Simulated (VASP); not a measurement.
Input:

```
FeNi3
1.0
    3.54025     0.00000     0.00000
    0.00000     3.54025     0.00000
    0.00000     0.00000     3.54025
Fe Ni
1 3
Cartesian
  0.00000   0.00000   0.00000
  0.00000   1.77013   1.77013
  1.77013   0.00000   1.77013
  1.77013   1.77013   0.00000
```
Starting moments (μB, in the order of the record's atoms Fe Ni Ni Ni): 2.9 0.6 0.6 0.6.

Computed with PBE GGA, VASP's PBE PAW potentials (set 64) (plane waves; VASP 6.6.1). Run with 480 eV cut-off, 8×8×8 Γ-centred mesh, first-order Methfessel-Paxton smearing of 0.10 eV, potentials Fe Ni.

### Question
What does the run give for the cell moment, energy per atom (σ→0), band gap (on the k-mesh) with the smallest direct gap where there is one?

### Answer

* **band gap (on the k-mesh)**: none (metal, semimetal or under 0.01 eV)
* **cell moment**: 4.80 μB
* **energy per atom (σ→0)**: -6.248 eV/atom

### Question
Give the moment on each site (PAW-sphere projection).

### Answer

```tsv
site	moment (μB)
Fe1	2.91
Ni2	0.64
Ni3	0.64
Ni4	0.64
```

The compound is Ni3Fe in the L1_2 structure. It was relaxed first.
